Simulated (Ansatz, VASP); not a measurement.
# SbMo: VASP beside Ansatz

File POSCAR:

```
SbMo
1.0
    0.0000000000      2.7965638759      2.7965638759
    2.7965638759      0.0000000000      2.7965638759
    2.7965638759      2.7965638759      0.0000000000
Mo Sb
1 1
Direct
    0.0000000000      0.0000000000      0.0000000000
    0.5000000000      0.5000000000      0.5000000000
```

INCAR.step1

```
SYSTEM = SbMo
  PREC = Accurate
  ENCUT = 520
  ISMEAR = -1
  SIGMA = 0.03
  LREAL = .False.
  LASPH = .True.
  NELM = 80
  NBANDS = 16
  GGA = PE
  ALGO = Normal
  EDIFF = 1E-4
  LWAVE = .True.
  LCHARG = .False.
```

INCAR.step2

```
SYSTEM = SbMo
  PREC = Accurate
  ENCUT = 520
  EDIFF = 1E-8
  ISMEAR = -1
  SIGMA = 0.03
  LREAL = .False.
  LASPH = .True.
  NELM = 80
  ALGO = Normal
  ISIF = 2
  LWAVE = .False.
  LCHARG = .False.
  METAGGA = R2SCAN
  LMIXTAU = .True.
  LEFG = .True.
  NBANDS = 16
  ISTART = 1
```

Contents of KPOINTS:

```
Automatic mesh
0
Gamma
  10 10 10
  0 0 0
```

Input for Ansatz:

```yaml
crystal:
  lattice:
    - [0.0, 2.7965638759, 2.7965638759]
    - [2.7965638759, 0.0, 2.7965638759]
    - [2.7965638759, 2.7965638759, 0.0]
  atoms:
    - { symbol: Mo, position: [0.0, 0.0, 0.0] }
    - { symbol: Sb, position: [0.5, 0.5, 0.5] }
kpoints:
  mp_grid: { grid: [10, 10, 10] }
scf:
  occupations: { method: fermi_dirac, width: 0.03 }
hamiltonian:
  xc: r2scan
  pseudopotentials: { kind: paw }
output:
  forces: true
  stress: true
  eigenvalues: true
  efg: { contact_densities: true }
```

Change from the starting cell: functional r2scan, volume scaled by 1.04, PAW files.

Alike in both runs: task electric field gradients; functional r2SCAN; k mesh 10 × 10 × 10; occupations fermi-dirac, width 0.03 eV; no spin polarisation.

|  | VASP | Ansatz |
| --- | --- | --- |
| version | VASP 6.6.1 | Ansatz 0.2.0 |
| potentials or method | VASP PAW PBE potentials, release 64 (Mo_sv, Sb) | PAW with Ansatz's default frozen-core files, scalar-relativistic |
| plane-wave cutoff (eV) | 520 | 500 |
| valence electrons in the cell | 19 | 29 |

VASP gave:

| Property | Result |
| --- | --- |
| pressure (GPa) | -6.0 |
| Vzz of the field gradient on the site that differs most (V/Å²) | 0.0 |

Task: Which values does Ansatz return?

Result: Pressure (GPa): -6.1; Vzz of the field gradient on the site that differs most (V/Å²): 0.0.

The two sets of potentials don't hold the same shells in valence. Ansatz warned: «gradients_without_spin_orbit».

Caveats: the PAW data sets were made with another functional, which shifts forces and pressure a little (VASP). The runs have no spin-orbit coupling, so splittings on Sb are missing.
